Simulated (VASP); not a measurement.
Data:

```xyz
3
Lattice="1.7062 -2.9552 0.0000 1.7062 2.9552 0.0000 0.0000 0.0000 5.7003" Properties=species:S:1:pos:R:3 pbc="T T T"
Ti     0.0000     0.0000     0.0000
S      1.7062     0.9851     1.4230
S      1.7062    -0.9851     4.2772
```

Method: optB88-vdW, VASP's PBE PAW potentials (set 64) (plane waves; VASP 6.6.1). Numerical set-up: 520 eV cut-off, Gaussian smearing of 0.050 eV, potentials Ti_sv S.

Question: Give the energies of bands 7 to 15 at the high-symmetry points, in eV from the Fermi level.

Answer: 
```tsv
band	Γ	M	K	A	L	H
7	-5.27	-5.15	-4.21	-3.76	-5.24	-4.32
8	-2.78	-3.65	-4.04	-2.74	-4.42	-4.32
9	-2.78	-2.89	-4.04	-2.74	-2.82	-3.76
10	-0.04	-2.64	-2.62	-2.44	-2.80	-2.99
11	0.06	-2.62	-2.62	-0.11	-1.24	-2.21
12	0.06	-1.57	-2.31	-0.11	-1.24	-2.21
13	0.45	0.20	1.11	0.43	-0.06	1.13
14	0.45	1.44	1.71	0.43	1.44	1.41
15	0.87	1.85	1.71	1.46	1.82	1.41
```

It has no gap at this level: it comes out as a metal or semimetal.

The compound is TiS2 in the 1T layered structure. It was relaxed first.
